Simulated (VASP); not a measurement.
An input for Ansatz (written as the equivalent of a VASP run, and not itself run):

Ansatz 0.2 input:
```yaml
crystal:
  lattice:
    - [4.3873033, 0.0000000, 0.0000000]
    - [-2.1936517, 3.7995163, 0.0000000]
    - [0.0000000, 0.0000000, 4.9334920]
  atoms:
    - { symbol: Ti, position: [0.3333330, 0.6666670, 0.9375275] }
    - { symbol: Ti, position: [0.6666670, 0.3333330, 0.4375275] }
    - { symbol: Si, position: [0.3333330, 0.6666670, 0.4374725] }
    - { symbol: Si, position: [0.6666670, 0.3333330, 0.9374725] }
kpoints:
  mp_grid: { grid: [7, 7, 6] }
hamiltonian:
  xc: r2scan
  pseudopotentials: { kind: paw }
scf:
  occupations: { method: methfessel_paxton, width: 0.1 }
  max_iter: 100
relax:
  max_steps: 60
  f_tol: 0.02
  cell: {}
output: { forces: true, stress: true, eigenvalues: true }
```

Q: Write the VASP files for the same calculation (r2SCAN).

A: This is not unique; one that fits is 
### KPOINTS
```
kpoints
0
G
7 7 6
```

POSCAR:
```
TiSi
1.0
  4.3873033004   0.0000000000   0.0000000000
 -2.1936516502   3.7995162921   0.0000000000
  0.0000000000   0.0000000000   4.9334919754
Ti Si
2 2
Cartesian
 -0.0000021937   2.5330121279   4.6252843407
  2.1936538439   1.2665041642   2.1585383530
 -0.0000021937   2.5330121279   2.1582671254
  2.1936538439   1.2665041642   4.6250131131
```

### INCAR
```
SYSTEM  =  TiSi
PREC  =  Accurate; ENCUT  =  400; LREAL  =  .FALSE.
LASPH  =  .TRUE.
EDIFF  =  1E-6; NELM  =  100; ALGO  =  Normal
LMAXMIX  =  4; LMIXTAU  =  .TRUE.
ISMEAR  =  1; SIGMA  =  0.1
METAGGA  =  R2SCAN
IBRION  =  2; NSW  =  60; ISIF  =  3
EDIFFG  =  -0.02
LWAVE  =  .FALSE.; LCHARG  =  .FALSE.
```

POTCAR, in this order: Ti_sv Si (PBE.64 set). Program: vasp_std.

Limits of the translation: each code has its own PAW files, so the cut-off isn't converted (ENCUT is set for VASP's; basis.ecutwfc is left out, and Ansatz then takes the one that its files recommend); Ansatz stops its SCF on the density residual and VASP on the energy change (EDIFF).

The structure was generated: TiSi was put into the wurtzite type (P6_3mc), which need not be its known phase. It was relaxed first, which changed the volume by -33 %. The relaxed cell has space group P6_3/mmc. The start is the result of an earlier pass.
